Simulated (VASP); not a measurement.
Crystal: CdF2.

```xyz
3
Lattice="0.0000 2.7222 2.7222 2.7222 0.0000 2.7222 2.7222 2.7222 0.0000" Properties=species:S:1:pos:R:3 pbc="T T T"
Cd    0.0000    0.0000    0.0000
F     1.3611    1.3611    1.3611
F     4.0834    4.0834    4.0834
```

* Program: VASP 6.6.1
* Task: relaxation of cell and atoms
* Functional: PBE
* Potentials or basis: VASP PAW PBE potentials, release 64 (Cd, F)
* Cutoff: 600 eV
* k mesh: 8 × 8 × 8
* Occupations: gaussian, width 0.02 eV
* Spin: no spin polarisation

At the start: pressure 2.4 GPa; volume 13.45 Å³/atom.

**Question.** How do energy, volume and symmetry change on relaxing?

**Answer.** Over 3 steps the energy falls by 2.4 meV/atom and the volume is 13.78 Å³/atom (+2.5 %); space group Fm-3m (No. 225, to 0.05 Å).

Step by step:
| step | energy change (eV) | largest force (eV/Å) | pressure (GPa) | volume (Å³) |
| --- | --- | --- | --- | --- |
| 1 | 0.0000 | 0.0000 | 2.44 | 40.35 |
| 2 | -0.0070 | 0.0000 | -0.46 | 41.55 |
| 3 | -0.0073 | 0.0000 | 0.01 | 41.34 |

Final structure:
```xyz
3
Lattice="0.0000 2.7444 2.7444 2.7444 0.0000 2.7444 2.7444 2.7444 0.0000" Properties=species:S:1:pos:R:3 pbc="T T T"
Cd    0.0000    0.0000    0.0000
F     1.3722    1.3722    1.3722
F     4.1166    4.1166    4.1166
```
